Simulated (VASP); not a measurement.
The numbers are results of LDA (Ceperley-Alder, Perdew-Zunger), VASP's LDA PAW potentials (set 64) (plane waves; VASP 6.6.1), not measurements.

VASP input:

**POSCAR**
```
SiSnPd5
1
    3.9816200000     0.0000000000     0.0000000000
    0.0000000000     3.9816200000     0.0000000000
    0.0000000000     0.0000000000     6.9375100000
Si Sn Pd
1 1 5
Direct
  0.0000000000   0.0000000000   0.5000000000
  0.5000000000   0.5000000000   0.0000000000
  0.0000000000   0.0000000000   0.0000000000
  0.5000000000   0.0000000000   0.7047900000
  0.5000000000   0.0000000000   0.2952100000
  0.0000000000   0.5000000000   0.7047900000
  0.0000000000   0.5000000000   0.2952100000
```

File KPOINTS:
```
kpoints
0
Gamma
7 7 4
0 0 0
```

### INCAR
```
# general
SYSTEM   = SiSnPd5
PREC     = Accurate
ENCUT    = 300
LREAL    = F   # projection in real space or not
LASPH    = T   # aspherical one-centre terms

# electronic loop
EDIFF    = 1E-8   # SCF stop (eV)
NELM     = 100
ALGO     = Normal   # blocked Davidson
LMAXMIX  = 4

# smearing
ISMEAR   = 0   # Gaussian
SIGMA    = 0.05   # width (eV)

# ions
IBRION   = 8
NSW      = 1
ISIF     = 2

# output
LWAVE    = F
LCHARG   = F

# other
LEPSILON = F
```

POTCAR, in this order: Si Sn_d Pd (LDA.64 set). Program: vasp_std.

Output of the run:

**OSZICAR**
```
...
RMM:  12    -0.228730588129E+00    0.15380E-07    0.48505E-08  5574   0.499E-05    0.810E-06
RMM:  13    -0.228730575359E+00    0.12770E-07   -0.82127E-09  5152   0.317E-05    0.333E-06
RMM:  14    -0.228730567070E+00    0.82892E-08   -0.23905E-08  5029   0.263E-05    0.137E-06
 Linear response progress:
  Degree of freedom:   5/  9
       N       E                     dE             d eps       ncg     rms          rms(c)
RMM:   1    -0.261453912731E+00   -0.26145E+00   -0.26229E-01  7171   0.230E+00
RMM:   2    -0.258009867530E+00    0.34440E-02   -0.12020E-02  7299   0.453E-01    0.869E-02
RMM:   3    -0.258449484441E+00   -0.43962E-03   -0.34084E-04  7420   0.964E-02    0.499E-02
RMM:   4    -0.258804841797E+00   -0.35536E-03   -0.83426E-05  7440   0.425E-02    0.987E-03
RMM:   5    -0.258839436510E+00   -0.34595E-04   -0.41995E-06  7609   0.100E-02    0.444E-03
RMM:   6    -0.258831055115E+00    0.83814E-05   -0.72278E-07  7472   0.351E-03    0.220E-03
RMM:   7    -0.258825609203E+00    0.54459E-05   -0.11685E-07  7481   0.208E-03    0.484E-04
RMM:   8    -0.258820672972E+00    0.49362E-05   -0.60223E-08  7734   0.437E-04    0.214E-04
RMM:   9    -0.258819472925E+00    0.12000E-05   -0.44016E-07  7463   0.223E-04    0.125E-04
RMM:  10    -0.258818680733E+00    0.79219E-06   -0.31065E-07  7751   0.140E-04    0.209E-05
RMM:  11    -0.258818572073E+00    0.10866E-06   -0.16410E-07  8240   0.608E-05    0.708E-06
RMM:  12    -0.258818547878E+00    0.24195E-07   -0.59687E-09  8067   0.388E-05    0.216E-06
RMM:  13    -0.258818547639E+00    0.23935E-09   -0.10646E-08  8088   0.322E-05    0.878E-07
 Linear response progress:
  Degree of freedom:   6/  9
       N       E                     dE             d eps       ncg     rms          rms(c)
RMM:   1    -0.272145486577E+00   -0.27215E+00   -0.27511E-01  4285   0.229E+00
RMM:   2    -0.266830909129E+00    0.53146E-02   -0.17575E-02  4510   0.532E-01    0.128E-01
RMM:   3    -0.267188038356E+00   -0.35713E-03   -0.37059E-04  4600   0.915E-02    0.688E-02
RMM:   4    -0.267289160514E+00   -0.10112E-03   -0.15548E-04  4293   0.596E-02    0.534E-02
RMM:   5    -0.267401309477E+00   -0.11215E-03   -0.71074E-05  4380   0.350E-02    0.804E-03
RMM:   6    -0.267386046714E+00    0.15263E-04   -0.22514E-06  4643   0.729E-03    0.536E-03
RMM:   7    -0.267354079774E+00    0.31967E-04   -0.21442E-06  4655   0.588E-03    0.102E-03
RMM:   8    -0.267358058901E+00   -0.39791E-05   -0.17793E-07  4550   0.177E-03    0.281E-04
RMM:   9    -0.267354925961E+00    0.31329E-05   -0.41447E-07  4812   0.394E-04    0.118E-04
RMM:  10    -0.267354402152E+00    0.52381E-06   -0.37058E-07  4936   0.140E-04    0.567E-05
RMM:  11    -0.267354065837E+00    0.33631E-06   -0.15068E-08  4988   0.886E-05    0.163E-05
RMM:  12    -0.267353961387E+00    0.10445E-06   -0.51841E-08  5287   0.450E-05    0.664E-06
RMM:  13    -0.267353991880E+00   -0.30493E-07   -0.25272E-08  5128   0.371E-05    0.161E-06
RMM:  14    -0.267353997233E+00   -0.53528E-08   -0.15726E-08  4545   0.323E-05    0.786E-07
 Linear response progress:
  Degree of freedom:   7/  9
       N       E                     dE             d eps       ncg     rms          rms(c)
RMM:   1    -0.263176843954E+00   -0.26318E+00   -0.28675E-01  8033   0.245E+00
RMM:   2    -0.255942418688E+00    0.72344E-02   -0.18929E-02  9037   0.606E-01    0.120E-01
RMM:   3    -0.256411937603E+00   -0.46952E-03   -0.46063E-04  9376   0.104E-01    0.685E-02
RMM:   4    -0.256782843144E+00   -0.37091E-03   -0.14114E-04  9493   0.479E-02    0.119E-02
RMM:   5    -0.256810620943E+00   -0.27778E-04   -0.58486E-06  9645   0.118E-02    0.556E-03
RMM:   6    -0.256799605587E+00    0.11015E-04   -0.56818E-07  9537   0.330E-03    0.117E-03
RMM:   7    -0.256794556177E+00    0.50494E-05   -0.11442E-07  9512   0.141E-03    0.658E-04
RMM:   8    -0.256791470004E+00    0.30862E-05   -0.10622E-07  9533   0.601E-04    0.214E-04
RMM:   9    -0.256789628289E+00    0.18417E-05   -0.78818E-07  9839   0.217E-04    0.637E-05
RMM:  10    -0.256789563494E+00    0.64795E-07   -0.14703E-06 10514   0.115E-04    0.282E-05
RMM:  11    -0.256789698989E+00   -0.13549E-06   -0.56946E-09 10254   0.781E-05    0.109E-05
RMM:  12    -0.256789668644E+00    0.30345E-07   -0.75839E-08 10775   0.537E-05    0.437E-06
RMM:  13    -0.256789652178E+00    0.16466E-07   -0.24433E-08  9852   0.486E-05    0.193E-06
RMM:  14    -0.256789645770E+00    0.64083E-08   -0.21865E-08 10242   0.472E-05    0.836E-07
 Linear response progress:
  Degree of freedom:   8/  9
       N       E                     dE             d eps       ncg     rms          rms(c)
RMM:   1    -0.262188846724E+00   -0.26219E+00   -0.27702E-01  8593   0.248E+00
RMM:   2    -0.257684707853E+00    0.45041E-02   -0.20141E-02  8983   0.612E-01    0.100E-01
RMM:   3    -0.258045043300E+00   -0.36034E-03   -0.32704E-04  9448   0.983E-02    0.589E-02
RMM:   4    -0.258279188146E+00   -0.23414E-03   -0.30093E-04  9715   0.711E-02    0.132E-02
RMM:   5    -0.258243737057E+00    0.35451E-04   -0.76599E-06  9494   0.149E-02    0.868E-03
RMM:   6    -0.258197733732E+00    0.46003E-04   -0.53730E-06  9614   0.914E-03    0.212E-03
RMM:   7    -0.258194487197E+00    0.32465E-05   -0.19879E-07  9469   0.268E-03    0.870E-04
RMM:   8    -0.258193236930E+00    0.12503E-05   -0.29328E-07  9686   0.140E-03    0.416E-04
RMM:   9    -0.258188738825E+00    0.44981E-05   -0.31863E-07  9926   0.396E-04    0.195E-04
RMM:  10    -0.258187292806E+00    0.14460E-05   -0.35306E-07  9793   0.202E-04    0.524E-05
RMM:  11    -0.258187033144E+00    0.25966E-06   -0.64441E-08 10562   0.130E-04    0.180E-05
RMM:  12    -0.258187019721E+00    0.13422E-07   -0.89756E-08 10371   0.662E-05    0.115E-05
RMM:  13    -0.258187031813E+00   -0.12092E-07   -0.43765E-08 10559   0.565E-05    0.307E-06
RMM:  14    -0.258187044778E+00   -0.12965E-07   -0.23432E-08 10142   0.504E-05    0.947E-07
RMM:  15    -0.258187044392E+00    0.38596E-09   -0.37692E-08  8085   0.480E-05    0.462E-07
 Linear response progress:
  Degree of freedom:   9/  9
       N       E                     dE             d eps       ncg     rms          rms(c)
RMM:   1    -0.271871405574E+00   -0.27187E+00   -0.27732E-01  7044   0.251E+00
RMM:   2    -0.266494524352E+00    0.53769E-02   -0.15818E-02  7322   0.547E-01    0.128E-01
RMM:   3    -0.266864638238E+00   -0.37011E-03   -0.54020E-04  7507   0.108E-01    0.714E-02
RMM:   4    -0.267010376329E+00   -0.14574E-03   -0.18557E-04  7449   0.650E-02    0.516E-02
RMM:   5    -0.267145439957E+00   -0.13506E-03   -0.90477E-05  7276   0.436E-02    0.131E-02
RMM:   6    -0.267175529031E+00   -0.30089E-04   -0.63444E-06  7565   0.126E-02    0.624E-03
RMM:   7    -0.267163045098E+00    0.12484E-04   -0.10155E-06  7348   0.489E-03    0.384E-03
RMM:   8    -0.267148348119E+00    0.14697E-04   -0.59811E-07  7236   0.339E-03    0.977E-04
RMM:   9    -0.267145387596E+00    0.29605E-05   -0.60069E-07  7700   0.105E-03    0.359E-04
RMM:  10    -0.267144134845E+00    0.12528E-05   -0.33178E-06  7826   0.441E-04    0.233E-04
RMM:  11    -0.267142916035E+00    0.12188E-05   -0.35712E-07  7750   0.262E-04    0.993E-05
RMM:  12    -0.267142056402E+00    0.85963E-06    0.30737E-07  7998   0.146E-04    0.205E-05
RMM:  13    -0.267142026058E+00    0.30344E-07   -0.68930E-08  8271   0.719E-05    0.801E-06
RMM:  14    -0.267142040990E+00   -0.14932E-07   -0.93846E-08  8583   0.530E-05    0.248E-06
RMM:  15    -0.267142047893E+00   -0.69029E-08   -0.25252E-08  8047   0.486E-05    0.143E-06
 Linear response finished
```

### OUTCAR
```
------------------------ aborting loop because EDIFF is reached ----------------------------------------

   1 f  =   10.310755 THz    64.784386 2PiTHz  343.929775 cm-1    42.641838 meV
             X         Y         Z           dx          dy          dz
      0.000000  0.000000  3.468755     0.000000    0.000000    0.976771
      1.990810  1.990810  0.000000    -0.000000   -0.000000   -0.085786
      0.000000  0.000000  0.000000     0.000000    0.000000   -0.021380
      1.990810  0.000000  4.889488    -0.000000    0.000000   -0.097600
      1.990810  0.000000  2.048022    -0.000000    0.000000   -0.097600
      0.000000  1.990810  4.889488     0.000000   -0.000000   -0.097600
      0.000000  1.990810  2.048022     0.000000   -0.000000   -0.097600

   2 f  =    9.383474 THz    58.958105 2PiTHz  312.998996 cm-1    38.806912 meV
             X         Y         Z           dx          dy          dz
      0.000000  0.000000  3.468755     0.114138    0.898032   -0.000000
      1.990810  1.990810  0.000000     0.000012    0.000095    0.000000
      0.000000  0.000000  0.000000     0.002023    0.015914    0.000000
      1.990810  0.000000  4.889488    -0.037226    0.053918   -0.000000
      1.990810  0.000000  2.048022    -0.037226    0.053918    0.000000
      0.000000  1.990810  4.889488     0.006853   -0.292893    0.000000
      0.000000  1.990810  2.048022     0.006853   -0.292893    0.000000

   3 f  =    9.383474 THz    58.958105 2PiTHz  312.998996 cm-1    38.806912 meV
             X         Y         Z           dx          dy          dz
      0.000000  0.000000  3.468755     0.898032   -0.114138    0.000000
      1.990810  1.990810  0.000000     0.000095   -0.000012    0.000000
      0.000000  0.000000  0.000000     0.015914   -0.002023   -0.000000
      1.990810  0.000000  4.889488    -0.292893   -0.006853   -0.000000
      1.990810  0.000000  2.048022    -0.292893   -0.006853   -0.000000
      0.000000  1.990810  4.889488     0.053918    0.037226   -0.000000
      0.000000  1.990810  2.048022     0.053918    0.037226    0.000000

   4 f  =    5.468024 THz    34.356606 2PiTHz  182.393636 cm-1    22.613919 meV
             X         Y         Z           dx          dy          dz
      0.000000  0.000000  3.468755     0.000000    0.000000    0.000000
      1.990810  1.990810  0.000000     0.000000    0.000000   -0.000000
      0.000000  0.000000  0.000000    -0.000000   -0.000000    0.000000
      1.990810  0.000000  4.889488    -0.580889   -0.063622    0.000000
      1.990810  0.000000  2.048022     0.580889    0.063622   -0.000000
      0.000000  1.990810  4.889488     0.386492    0.095623    0.000000
      0.000000  1.990810  2.048022    -0.386492   -0.095623   -0.000000

   5 f  =    5.468024 THz    34.356606 2PiTHz  182.393636 cm-1    22.613919 meV
             X         Y         Z           dx          dy          dz
      0.000000  0.000000  3.468755    -0.000000   -0.000000   -0.000000
      1.990810  1.990810  0.000000    -0.000000    0.000000   -0.000000
      0.000000  0.000000  0.000000     0.000000   -0.000000   -0.000000
      1.990810  0.000000  4.889488    -0.095623    0.386492   -0.000000
      1.990810  0.000000  2.048022     0.095623   -0.386492    0.000000
      0.000000  1.990810  4.889488     0.063622   -0.580889    0.000000
      0.000000  1.990810  2.048022    -0.063622    0.580889   -0.000000

   6 f  =    5.213607 THz    32.758057 2PiTHz  173.907201 cm-1    21.561735 meV
             X         Y         Z           dx          dy          dz
      0.000000  0.000000  3.468755     0.289715    0.104052   -0.000000
      1.990810  1.990810  0.000000     0.289508    0.103977    0.000000
      0.000000  0.000000  0.000000    -0.346457   -0.124431    0.000000
      1.990810  0.000000  4.889488     0.358828   -0.148181    0.000000
      1.990810  0.000000  2.048022     0.358828   -0.148181   -0.000000
      0.000000  1.990810  4.889488    -0.412584    0.128874    0.000000
      0.000000  1.990810  2.048022    -0.412584    0.128874   -0.000000

   7 f  =    5.213607 THz    32.758057 2PiTHz  173.907201 cm-1    21.561735 meV
             X         Y         Z           dx          dy          dz
      0.000000  0.000000  3.468755     0.104052   -0.289715    0.000000
      1.990810  1.990810  0.000000     0.103977   -0.289508   -0.000000
      0.000000  0.000000  0.000000    -0.124431    0.346457   -0.000000
      1.990810  0.000000  4.889488     0.128874    0.412584   -0.000000
      1.990810  0.000000  2.048022     0.128874    0.412584    0.000000
      0.000000  1.990810  4.889488    -0.148181   -0.358828    0.000000
      0.000000  1.990810  2.048022    -0.148181   -0.358828    0.000000

   8 f  =    5.080296 THz    31.920442 2PiTHz  169.460439 cm-1    21.010407 meV
             X         Y         Z           dx          dy          dz
      0.000000  0.000000  3.468755     0.000000    0.000000    0.059087
      1.990810  1.990810  0.000000     0.000000    0.000000   -0.439594
      0.000000  0.000000  0.000000    -0.000000   -0.000000   -0.695683
      1.990810  0.000000  4.889488     0.000000   -0.000000    0.282529
      1.990810  0.000000  2.048022     0.000000   -0.000000    0.282529
      0.000000  1.990810  4.889488    -0.000000    0.000000    0.282529
      0.000000  1.990810  2.048022    -0.000000    0.000000    0.282529

   9 f  =    4.998038 THz    31.403597 2PiTHz  166.716593 cm-1    20.670214 meV
             X         Y         Z           dx          dy          dz
      0.000000  0.000000  3.468755     0.000000   -0.000000   -0.000000
      1.990810  1.990810  0.000000     0.000000    0.000000    0.000000
      0.000000  0.000000  0.000000    -0.000000   -0.000000    0.000000
      1.990810  0.000000  4.889488    -0.000000   -0.000000   -0.500000
      1.990810  0.000000  2.048022     0.000000   -0.000000    0.500000
      0.000000  1.990810  4.889488    -0.000000    0.000000   -0.500000
      0.000000  1.990810  2.048022    -0.000000    0.000000    0.500000

  10 f  =    4.604118 THz    28.928526 2PiTHz  153.576841 cm-1    19.041093 meV
             X         Y         Z           dx          dy          dz
      0.000000  0.000000  3.468755    -0.000000    0.000000    0.000000
      1.990810  1.990810  0.000000    -0.000000    0.000000   -0.000000
      0.000000  0.000000  0.000000     0.000000   -0.000000   -0.000000
      1.990810  0.000000  4.889488    -0.000000   -0.000000   -0.500000
      1.990810  0.000000  2.048022    -0.000000   -0.000000    0.500000
      0.000000  1.990810  4.889488     0.000000    0.000000    0.500000
      0.000000  1.990810  2.048022     0.000000    0.000000   -0.500000

  11 f  =    3.794307 THz    23.840334 2PiTHz  126.564459 cm-1    15.691986 meV
             X         Y         Z           dx          dy          dz
      0.000000  0.000000  3.468755    -0.072986    0.125154   -0.000000
      1.990810  1.990810  0.000000     0.288120   -0.494060    0.000000
      0.000000  0.000000  0.000000    -0.334611    0.573781   -0.000000
      1.990810  0.000000  4.889488    -0.096653   -0.226163   -0.000000
      1.990810  0.000000  2.048022    -0.096653   -0.226163    0.000000
      0.000000  1.990810  4.889488     0.131891    0.165739   -0.000000
...
```
(Selected blocks of OUTCAR.)

The structure comes from a computed database's SiSnPd5 entry (P4/mmm); how it stands against other phases isn't given here. The cell was not relaxed at this level. The run is one of a series of settings (EDIFF = 1E-8, GGA removed, IBRION = 8, LEPSILON = .FALSE., NSW = 1, POTCAR Si Sn_d Pd (LDA.64 set) against the base run), some of them coarse on purpose.
